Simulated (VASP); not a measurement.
Energy against volume of PdIn (CsCl type). Calculation: SCAN meta-GGA, VASP's PBE PAW potentials (set 64) (plane waves; VASP 6.6.1). Numerical set-up: 520 eV cut-off, 11×11×11 Γ-centred mesh, first-order Methfessel-Paxton smearing of 0.10 eV, potentials In_d Pd.

```csv
V (Å³/atom),E (eV/atom)
16.243,-33.55893
16.761,-33.58225
17.280,-33.58973
17.798,-33.58434
```

**Question.** Fit these four points and predict the energy of the run at 18.316 Å³/atom.

**Answer.** A cubic in V^(−2/3), the third-order Birch-Murnaghan form, passes through the four points with V0 = 17.30 Å³/atom and B0 = 131 GPa, and gives -33.5685 eV/atom there. The run gave -33.5670 eV/atom, +1.5 meV/atom from the fit; all five points give B0 = 136 GPa.

The compound is PdIn in the CsCl type structure. It was relaxed first.
